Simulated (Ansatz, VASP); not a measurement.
## Zn40Se11S29 in two plane-wave programs

One calculation is typed for both programs; each brings its own data sets. How far apart do they land? The structure shown is frame 19 of Ansatz's trajectory.

Program: Ansatz 0.2.0. Level of theory: plane waves, with VASP 6.6.1 beside it; single point at LDA. Results are calculated unless marked as measured.

## (1) The starting structure

The cell holds 80 atoms: 40 Zn, 29 S and 11 Se. Cell: a = 11.843 Å, b = 11.843 Å, c = 11.843 Å, α = 90.0°, β = 90.0°, γ = 90.0°.

## (2) Ansatz: dynamics, LDA

Ansatz runs on its default PAW (the set named soft_2) files.

One frame of this run of dynamics is then solved in both programs, so the motion causes no difference.

The input, input.yaml:

```yaml
crystal:
  lattice:
    - [11.8432, 0.0, 0.0]
    - [0.0, 11.8432, 0.0]
    - [0.0, 0.0, 11.8432]
  atoms:
    - { symbol: Zn, position: [0.45983, 0.50851, 0.17046] }
    - { symbol: Zn, position: [0.4658, 0.00815, 0.1514] }
    - { symbol: Zn, position: [0.36049, 0.74487, 0.36156] }
    - { symbol: Zn, position: [0.16322, 0.49247, 0.26216] }
    - { symbol: Zn, position: [0.96049, 0.49812, 0.65073] }
    - { symbol: Zn, position: [0.1617, 0.01197, 0.25733] }
    - { symbol: Zn, position: [0.67092, 0.2471, 0.26814] }
    - { symbol: Zn, position: [0.57342, 0.75817, 0.9547] }
    - { symbol: Zn, position: [0.54827, 0.25408, 0.94477] }
    - { symbol: Zn, position: [0.45875, 0.2483, 0.65548] }
    - { symbol: Zn, position: [0.36286, 0.50284, 0.856] }
    - { symbol: Zn, position: [0.56553, 0.99371, 0.44504] }
    - { symbol: Zn, position: [0.2624, 0.49927, 0.55464] }
    - { symbol: Zn, position: [0.56084, 0.49188, 0.45315] }
    - { symbol: Zn, position: [0.07802, 0.49548, 0.95784] }
    - { symbol: Zn, position: [0.78028, 0.99715, 0.05768] }
    - { symbol: Zn, position: [0.26456, 0.75127, 0.06701] }
    - { symbol: Zn, position: [0.96109, 0.24912, 0.16727] }
    - { symbol: Zn, position: [0.16712, 0.25739, 0.75119] }
    - { symbol: Zn, position: [0.86852, 0.99473, 0.35795] }
    - { symbol: Zn, position: [0.2543, 0.25256, 0.05542] }
    - { symbol: Zn, position: [0.05258, 0.24103, 0.45187] }
    - { symbol: Zn, position: [0.75266, 0.74648, 0.5534] }
    - { symbol: Zn, position: [0.6626, 0.50913, 0.75311] }
    - { symbol: Zn, position: [0.17111, 0.74819, 0.75011] }
    - { symbol: Zn, position: [0.86627, 0.74282, 0.85372] }
    - { symbol: Zn, position: [0.074, 0.00825, 0.95184] }
    - { symbol: Zn, position: [0.86418, 0.24857, 0.8498] }
    - { symbol: Zn, position: [0.85998, 0.49351, 0.36088] }
    - { symbol: Zn, position: [0.26949, 0.00224, 0.55767] }
    - { symbol: Zn, position: [0.96494, 0.00209, 0.64846] }
    - { symbol: Zn, position: [0.76797, 0.5035, 0.0565] }
    - { symbol: Zn, position: [0.66881, 0.75205, 0.25942] }
    - { symbol: Zn, position: [0.76362, 0.25453, 0.56491] }
    - { symbol: Zn, position: [0.97079, 0.74313, 0.15858] }
    - { symbol: Zn, position: [0.35916, 0.25786, 0.35062] }
    - { symbol: Zn, position: [0.05902, 0.73844, 0.44233] }
    - { symbol: Zn, position: [0.65196, 0.9916, 0.76239] }
    - { symbol: Zn, position: [0.36458, 0.00453, 0.85546] }
    - { symbol: Zn, position: [0.45576, 0.74677, 0.6517] }
    - { symbol: S, position: [0.21553, 0.87241, 0.90393] }
    - { symbol: S, position: [0.22118, 0.37468, 0.90311] }
    - { symbol: S, position: [0.51761, 0.63285, 0.31609] }
    - { symbol: S, position: [0.7205, 0.86922, 0.4065] }
    - { symbol: S, position: [0.71486, 0.37123, 0.41561] }
    - { symbol: S, position: [0.81643, 0.62243, 0.20761] }
    - { symbol: S, position: [0.5137, 0.38465, 0.80087] }
    - { symbol: S, position: [0.40095, 0.13046, 0.99985] }
    - { symbol: S, position: [0.60326, 0.61832, 0.60659] }
    - { symbol: S, position: [0.30908, 0.62231, 0.7022] }
    - { symbol: S, position: [0.01435, 0.127, 0.79862] }
    - { symbol: S, position: [0.51118, 0.12753, 0.31084] }
    - { symbol: S, position: [0.21188, 0.62282, 0.40811] }
    - { symbol: S, position: [0.81779, 0.12742, 0.21676] }
    - { symbol: S, position: [0.12334, 0.61594, 0.10741] }
    - { symbol: S, position: [0.02093, 0.87732, 0.30344] }
    - { symbol: S, position: [0.80992, 0.38677, 0.70634] }
    - { symbol: S, position: [0.4091, 0.36834, 0.50168] }
    - { symbol: S, position: [0.90372, 0.62998, 0.50823] }
    - { symbol: S, position: [0.11078, 0.1275, 0.11205] }
    - { symbol: S, position: [0.90384, 0.1283, 0.50648] }
    - { symbol: S, position: [0.30595, 0.12698, 0.70613] }
    - { symbol: S, position: [0.41752, 0.87662, 0.50236] }
    - { symbol: S, position: [0.3099, 0.38261, 0.19767] }
    - { symbol: S, position: [0.71626, 0.62582, 0.90753] }
    - { symbol: S, position: [0.11246, 0.37683, 0.59798] }
    - { symbol: S, position: [0.21288, 0.12427, 0.41137] }
    - { symbol: S, position: [0.50383, 0.8695, 0.80203] }
    - { symbol: S, position: [0.01225, 0.37207, 0.30948] }
    - { symbol: Se, position: [0.42123, 0.63211, 0.01276] }
    - { symbol: Se, position: [0.8118, 0.8718, 0.70299] }
    - { symbol: Se, position: [0.9218, 0.3792, 0.00643] }
    - { symbol: Se, position: [0.02419, 0.62047, 0.80996] }
    - { symbol: Se, position: [0.61114, 0.37907, 0.10823] }
    - { symbol: Se, position: [0.60953, 0.11524, 0.60269] }
    - { symbol: Se, position: [0.92716, 0.87381, 0.99541] }
    - { symbol: Se, position: [0.70879, 0.12263, 0.9087] }
    - { symbol: Se, position: [0.62125, 0.88876, 0.10658] }
    - { symbol: Se, position: [0.31845, 0.88222, 0.21515] }
    - { symbol: Se, position: [0.11452, 0.87099, 0.59459] }
kpoints:
  mp_grid: { grid: [1, 1, 1] }
hamiltonian:
  xc: lda
scf:
  occupations: { method: gaussian, width: 0.05 }
output:
  forces: true
md:
  timestep: 2.0
  n_steps: 58
  ensemble: nvt_nose_hoover
  temperature: 300
  initial_velocities: maxwell_boltzmann
  seed: 3887
```

Started as:

```bash
ansatz run input.yaml --threads 4 --pin off --max-ram 8192MiB --backend cpu --events-out ev --progress --plain --runs-dir out
```

Numbers of over 12 decimals in the logs are rounded to 6 here.

The program printed:

```text
Warning: md: disabling space-group detection — thermal motion breaks the input geometry's symmetry, so no spatial operation reduces the k-mesh or symmetrises the density; time reversal is kept, so that k and −k are solved as one point where they differ and the mesh holds both, and exact exchange and, on two spinor components, a DFT+U term hold to it where the run has them: on two components no moment then forms, and  [...]
Engine: ansatz 0.2.0, aarch64-unknown-linux-gnu
Pseudopotentials: kind: paw
Pseudopotential: Zn, paw, valence charge 12, recommended cutoff 420 eV (normal), Zn.paw.azcp
Pseudopotential: S, paw, valence charge 6, recommended cutoff 420 eV (normal), S.paw.azcp
Pseudopotential: Se, paw, valence charge 16, recommended cutoff 420 eV (normal), Se.paw.azcp
Functional definition: SPW92
  exchange = slater_x
  correlation = pw_c
Crystal: 80 atoms, lattice volume = 1661.144 Å³
Basis set: ecut = 420 eV, 32423 PW (Γ)
Bands: 498, of which v1, the nominal top of the filled ones, is band 415 counted from 1 (414 counted from 0)
Symmetry: 1 space group operations
k-points: 1
Non-local potential: Zn, projectors of the file, l = 0: 2, l = 1: 2, l = 2: 3, l = 3: 1
Non-local potential: S, projectors of the file, l = 0: 2, l = 1: 2, l = 2: 2
Non-local potential: Se, projectors of the file, l = 0: 2, l = 1: 2, l = 2: 3, l = 3: 1
PAW form: soft (Blöchl's): semilocal exchange-correlation on the pseudo side does not see the compensation charge
PAW frozen core: Zn, regenerated for the run's functional, and the local potential with it (the file was generated under x = pbe(κ = 0.804, μ = 0.219515), c = pbe(β = 0.066725))
PAW frozen core: S, regenerated for the run's functional, and the local potential with it (the file was generated under x = pbe(κ = 0.804, μ = 0.219515), c = pbe(β = 0.066725))
PAW frozen core: Se, regenerated for the run's functional, and the local potential with it (the file was generated under x = pbe(κ = 0.804, μ = 0.219515), c = pbe(β = 0.066725))
PAW one-centre angular grid: Zn, 590 points (default); XC on 64 Gauss nodes
PAW one-centre angular grid: S, 110 points (default); XC on 64 Gauss nodes
PAW one-centre angular grid: Se, 590 points (default); XC on 64 Gauss nodes
Initial density: superposition of atomic densities (neutral atoms: chi_scale 0, normalization atom), corrected by the library's trained network
Initial wavefunctions: pseudopotential atomic-orbital guess
Functional: x = slater, c = lda
SCF iter   1: F=—  HF=-214338.944381 eV  |F-HF|=—  |Δ(HF+E_count)|=         —  Δρ=6.63e-3  dr2=6.80e-1  ethr=1.77e-3  ⟨swp⟩=6.0  Hψ=2049  notcnv=0  defer=26
preconditioner: auto → Resta (q_TF=auto, 2.430 Å⁻¹)  ε∞=6.6  [insulator: Δε(μ)=1.219 eV  Ē_g=10.375 eV  σ=0.050 eV  W_gap=1.00  n_scr=388 (ndim 8)  ℏωp=24.4 eV  f_vac=0.046  D(μ)=0.00/eV (n_scr^D=0)  ε∞_Penn≈6.6]
SCF iter   2: F=—  HF=-214338.772302 eV  |F-HF|=—  |Δ(HF+E_count)|=   1.72e-1  Δρ=2.91e-3  dr2=1.56e-1  ethr=8.20e-5  ⟨swp⟩=3.0  Hψ=908  notcnv=0  defer=71
SCF iter   3: F=—  HF=-214338.741053 eV  |F-HF|=—  |Δ(HF+E_count)|=   3.12e-2  Δρ=1.98e-3  dr2=3.31e-2  ethr=1.88e-5  ⟨swp⟩=2.0  Hψ=781  notcnv=0  defer=71
SCF iter   4: F=—  HF=-214338.724600 eV  |F-HF|=—  |Δ(HF+E_count)|=   1.65e-2  Δρ=4.42e-4  dr2=2.70e-3  ethr=3.98e-6  ⟨swp⟩=2.0  Hψ=714  notcnv=0  defer=71
SCF iter   5: F=—  HF=-214338.724412 eV  |F-HF|=—  |Δ(HF+E_count)|=   1.88e-4  Δρ=9.17e-5  dr2=1.66e-4  ethr=3.25e-7  ⟨swp⟩=3.0  Hψ=834  notcnv=0  defer=71
SCF iter   6: F=—  HF=-214338.724459 eV  |F-HF|=—  |Δ(HF+E_count)|=   4.70e-5  Δρ=5.04e-5  dr2=3.28e-5  ethr=2.00e-8  ⟨swp⟩=2.0  Hψ=834  notcnv=0  defer=71
SCF iter   7: F=—  HF=-214338.724408 eV  |F-HF|=—  |Δ(HF+E_count)|=   5.10e-5  Δρ=2.23e-5  dr2=6.22e-6  ethr=3.95e-9  ⟨swp⟩=2.0  Hψ=834  notcnv=0  defer=71
SCF iter   8: F=—  HF=-214338.724407 eV  |F-HF|=—  |Δ(HF+E_count)|=   1.64e-6  Δρ=5.58e-6  dr2=5.62e-7  ethr=7.49e-10  ⟨swp⟩=2.0  Hψ=834  notcnv=0  defer=71
SCF iter   9: F=—  HF=-214338.724407 eV  |F-HF|=—  |Δ(HF+E_count)|=   1.45e-7  Δρ=2.58e-6  dr2=1.01e-7  ethr=9.64e-12  ⟨swp⟩=5.0  Hψ=1753  notcnv=0
SCF iter  10: F=-214338.724407 eV  HF=-214338.724407 eV  |F-HF|=6.69e-10  |Δ(HF+E_count)|=   5.22e-8  Δρ=7.12e-7  dr2=1.01e-8  ethr=9.64e-12  ⟨swp⟩=4.0  Hψ=1386  notcnv=0
SCF 1 converged in 10 iterations: F = -214338.724407 eV  dr2 = 1.01e-8
  greatest PAW one-centre occupation: 1.000 electrons in one spin orbital (limit 2), on the Se atom at site 77 (counted from 0), in its partial waves of l = 2
[...]
automatic band count: iteration 1 solves 481 bands in place of 498: the levels show a gap, and the empty bands left out lie too high to hold charge; the band table lists the bands solved (type scf.n_extra_bands for more)
md step    52: t =   104.00 fs  T =   207.7 K  F+E_penalty+E_count = -214337.29216133 eV  E_kin = 2.121212 eV  conserved = -214335.65881084 eV  (3 SCF iters)
[...]
md step    53: t =   106.00 fs  T =   212.4 K  F+E_penalty+E_count = -214337.32739240 eV  E_kin = 2.169160 eV  conserved = -214335.65890935 eV  (3 SCF iters)
[...]
md step    54: t =   108.00 fs  T =   217.8 K  F+E_penalty+E_count = -214337.36926690 eV  E_kin = 2.223776 eV  conserved = -214335.65901898 eV  (3 SCF iters)
[...]
md step    55: t =   110.00 fs  T =   223.6 K  F+E_penalty+E_count = -214337.41590303 eV  E_kin = 2.283184 eV  conserved = -214335.65913348 eV  (3 SCF iters)
[...]
md step    56: t =   112.00 fs  T =   229.7 K  F+E_penalty+E_count = -214337.46533078 eV  E_kin = 2.345408 eV  conserved = -214335.65924584 eV  (2 SCF iters)
[...]
md step    57: t =   114.00 fs  T =   235.9 K  F+E_penalty+E_count = -214337.51558412 eV  E_kin = 2.408462 eV  conserved = -214335.65935188 eV  (3 SCF iters)
[...]
md step    58: t =   116.00 fs  T =   241.9 K  F+E_penalty+E_count = -214337.56477899 eV  E_kin = 2.470436 eV  conserved = -214335.65944751 eV  (7 SCF iters)
SCF converged after 7 iterations
Free energy (F): -214337.564779 eV
Harris-Foulkes:  -214337.564779 eV  (|F-HF|=7.26e-8)
Internal energy: -214337.564779 eV  (E = F + TS)
E sigma→0 (E₀):  -214337.564779 eV
Fermi energy:    6.503048 eV
--- Per-component energies (eV) ---
  E_band       = -4488.110065
  E_kinetic    = 9663.613432
  E_local      = -111872.541751  (includes V_loc(G=0)·N_el)
  E_nonlocal   = 19056.888066
  E_hartree    = 49088.740657
  E_xc         = -9333.209664
  E_vxc        = -5746.182952  (∫ρ·V_xc dr)
  E_paw        = -106862.333832  (= ΣΔE_a)
  E_vpaw       = -13767.350568  (= ΣTr[D̂ρ^β])
  E_aug_tail   = -0.021085  (compensation charges beyond the density's cutoff)
  E_ewald      = -64169.819969
  E_core_change = 91.119366  (= ΣΔE_core)
  E_smearing   = -0.000000  (= −TS)
  E_closure    = 0.000000  (closes the sum)
  Σ components = -214337.564779   (vs F -214337.564779, Δ=0.00e0)
--- Forces (eV/Å), atoms counted from 1 ---
  atom   1  Zn    -0.18020686     0.64473289     0.27976081
  atom   2  Zn    -0.21637457    -0.38110412     0.01479349
  atom   3  Zn    -0.29434460     0.03515934    -0.16692878
  atom   4  Zn     0.17088285    -0.38167871     0.54061396
  atom   5  Zn     0.01800743     0.26298401    -0.15065870
  atom   6  Zn    -0.47682436     0.36526368    -0.08758400
  atom   7  Zn    -0.24562920     0.45883894     0.19505348
  atom   8  Zn    -0.18311537    -0.39552392    -0.43818878
  atom   9  Zn    -0.06867496     0.12810864    -0.08470356
  atom  10  Zn    -0.17269852    -0.20094241     0.54839348
  atom  11  Zn    -0.00595560    -0.06667492     0.43837523
  atom  12  Zn     0.12351659    -0.40694410    -0.01210672
  atom  13  Zn     0.34533553     0.29796418    -0.23144045
  atom  14  Zn    -0.27667222    -0.26808186    -0.39000780
  atom  15  Zn     0.04655587    -0.14894150    -0.56643648
  atom  16  Zn    -0.07512138    -0.71228941    -0.02276656
  atom  17  Zn     0.37660651    -0.36666152     0.95758281
  atom  18  Zn     0.49168202    -0.47063424     0.00775539
  atom  19  Zn     0.50654278     0.36369267     0.33136481
  atom  20  Zn    -0.17401659    -0.19847257     0.66132827
  atom  21  Zn    -0.13630028     0.26167124     0.34919657
  atom  22  Zn     0.05709110    -0.45550258     0.11664373
  atom  23  Zn    -0.62123627     0.29291919     0.46530763
  atom  24  Zn    -0.01129434     0.61649360     0.10860572
[...]
atom  73  Se     0.50795231    -0.08385558     0.20815022
  atom  74  Se     0.74697262    -0.68442464     0.25537269
  atom  75  Se     0.67907739    -0.09959116    -0.30783025
  atom  76  Se    -0.61694510     1.19035239    -0.13519886
  atom  77  Se     0.55047887     0.44134753     0.45371252
  atom  78  Se     0.24658658     1.16200319     0.40985083
  atom  79  Se     0.25704599    -0.60768096    -0.33492034
  atom  80  Se    -0.36137455    -0.28291504    -0.09582143
  max |Σ_I F_I| component: 3.03e-5 eV/Å
--- MD trajectory: 58 steps, t = 0.0 → 116.0 fs ---
  final state: T = 241.9 K   F+E_penalty+E_count = -214337.56477899 eV   E_kin = 2.470436 eV
  conserved energy: peak-to-peak 2.306e-3 eV (2.883e-5 eV/atom) over 116.0 fs
```

In the SCF lines HF is the Harris–Foulkes energy and dr2 the Hartree energy of the density residual, in eV; the loop may stop once dr2 is under the threshold and the program's other checks hold. Hψ counts applications of the Hamiltonian.

[end of part 1 of 2]

[Lines on the potential files, build, host, timing and source positions are cut from VASP's logs without a mark.]

[Logs are printed without paths, hosts, clocks, repeated set-up lines and the standing remarks that a program may print on its own settings, such as how far it seeks lower states.]

[Hosts, paths, dates, database ids (printed as entryN), source tags and the programs' standing remarks are cut or masked in the printed files.]
